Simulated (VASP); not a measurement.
Given:

```
CELL_PARAMETERS angstrom
     -1.90657     1.90657     5.70479
      1.90657    -1.90657     5.70479
      1.90657     1.90657    -5.70479
ATOMIC_POSITIONS crystal
  Sr 0.00000 0.00000 0.00000
  Fe 0.75000 0.25000 0.50000
  Fe 0.25000 0.75000 0.50000
  P  0.65584 0.65584 0.00000
  P  0.34416 0.34416 0.00000
```

These are PBEsol GGA, VASP's PBE PAW potentials (set 64) (plane waves; VASP) values and carry that method's errors. Numerical set-up: 300 eV cut-off, 7×7×7 Γ-centred mesh, Gaussian smearing of 0.27 eV, potentials Sr_sv Fe P.

At this cut-off the stress carries a Pulay error, which pulls relaxed volumes low.

Estimate the energy per atom (σ→0), pressure, band gap (on the k-mesh) with the smallest direct gap where there is one.

```json
{
 "band gap (on the k-mesh)": "none (metal, semimetal or under 0.01 eV)",
 "energy per atom (σ→0)": "-7151 meV/atom",
 "pressure": "-3.88 GPa"
}
```

The absolute energy has meaning only against runs of the same code, potentials and settings.

The structure comes from a computed database's Fe2SrP2 entry; how it stands against other phases isn't given here. The cell was not relaxed at this level. The k-mesh is coarse (spacing up to 0.33 per Å, 2π included), so the numbers may not be converged in it. The run is not spin-polarised, so no magnetic state was tried.
